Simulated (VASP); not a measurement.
All values below come from LDA (Ceperley-Alder, Perdew-Zunger), VASP's LDA PAW potentials (set 64) (plane waves; VASP).

The input files of a VASP run:

POSCAR:
```
PdIn
1
    3.2179213625     0.0000000000     0.0000000000
    0.0000000000     3.2179213625     0.0000000000
    0.0000000000     0.0000000000     3.2179213625
In Pd
1 1
Direct
  0.5000000000   0.5000000000   0.5000000000
  0.0000000000   0.0000000000   0.0000000000
```

File KPOINTS:
```
Automatic mesh
0
Gamma
11 11 11
0 0 0
```

**INCAR**
```
# general
SYSTEM   =  PdIn
PREC     =  Accurate
ENCUT    =  500
LREAL    =  .False.
LASPH    =  .True.

# electronic loop
EDIFF    =  1E-6
NELM     =  100
ALGO     =  Normal
LMAXMIX  =  4

# smearing
ISMEAR   =  1
SIGMA    =  0.1

# ions
IBRION   =  2
NSW      =  40
ISIF     =  3
EDIFFG   =  -0.02
PSTRESS  =  50

# output
LWAVE    =  .False.
LCHARG   =  .False.
```

POTCAR, in this order: In_d Pd (LDA.64 set). Program: vasp_std.

What will the output report for the number of irreducible k-points (NKPTS), largest plane-wave count, number of space-group operations, FFT grid (NGX, NGY, NGZ)?

- number of irreducible k-points (NKPTS) = 56
- largest plane-wave count = 865
- number of space-group operations = 48
- FFT grid (NGX, NGY, NGZ) = 24 × 24 × 24

The compound is PdIn in the CsCl type structure. This run relaxes it under an external pressure of 5 GPa. Symmetry was kept, so distortions that lower it aren't found. The electron count is odd and the run is not spin-polarised, which forces a metal.
